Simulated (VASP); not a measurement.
Set up this calculation in VASP 6.6.1, as the native input.

```
Task                   : relaxation of cell and atoms
Functional             : PBE
Potentials or basis    : VASP PAW PBE potentials, release 64 (Mg, Zn, Te, S)
Cutoff                 : 520 eV
k mesh                 : 3 × 3 × 3
Occupations            : gaussian, width 0.15 eV
Spin                   : no spin polarisation
Further INCAR settings : PREC = Normal; ALGO = Fast; EDIFF = 0.0001; IBRION = 2; EDIFFG = -0.08; NSW = 24; ISIF = 3
```

The structure of Mg2ZnTeS2 lies in POSCAR:

```
Mg2ZnTeS2
1.0
    2.9987381700     -4.1412441700      0.0000000000
    2.9987381700      4.1412441700      0.0000000000
    0.0000000000      0.0000000000      6.1664174800
Mg Zn Te S
2 1 1 2
Direct
    0.5000000000      0.5000000000      0.0000000000
    0.0000000000      0.0000000000      0.5000000000
    0.5000000000      0.5000000000      0.5000000000
    0.0000000000      0.0000000000      0.0000000000
    0.2232959400      0.7767040600      0.5000000000
    0.7767040600      0.2232959400      0.5000000000
```

The cell was built by a generator and needn't be a form met in nature.

The input as run:

INCAR

```
SYSTEM = Mg2ZnTeS2
ALGO = Fast
EDIFF = 1E-4
EDIFFG = -0.08
ENCUT = 520
GGA = PE
IBRION = 2
ISIF = 3
ISMEAR = 0
LASPH = .True.
LCHARG = .False.
LREAL = .False.
LWAVE = .False.
NELM = 60
NSW = 24
PREC = Normal
SIGMA = 0.15
```

KPOINTS

```
k-points
0
Gamma
  3 3 3
  0 0 0
```

Potentials or basis: VASP PAW PBE potentials, release 64 (Mg, Zn, Te, S).

The run is started by

```console
$ cat potpaw_PBE.64/Mg/POTCAR potpaw_PBE.64/Zn/POTCAR potpaw_PBE.64/Te/POTCAR potpaw_PBE.64/S/POTCAR > POTCAR
$ mpirun -np 1 vasp_std > vasp.out
```

Results of the run:

```json
{
  "Relaxed volume": "26.94 Å³/atom",
  "Relaxed cell": "a = 5.590 Å, b = 5.590 Å, c = 5.708 Å, α = 90.00°, β = 90.00°, γ = 115.00°",
  "Space group after relaxing (to 0.05 Å)": "Cmmm (No. 65)",
  "Energy gained by relaxing": "774.4 meV/atom",
  "Ionic steps": "12",
  "Pressure after relaxing": "-0.3 GPa",
  "Largest force after relaxing": "0.070 eV/Å",
  "Band gap on the k mesh": "none (metal or under the smearing width)"
}
```

Caveat: the k mesh is coarse (spacing up to 0.43 Å⁻¹), so the values aren't converged; the relaxation stopped at a loose force limit of 0.08 eV/Å, so its end isn't a converged minimum.

It took 83 s on 1 thread of Intel(R) Xeon(R) 6975P-C (Granite Rapids), with other jobs on the host, peak memory 0.2 GiB.
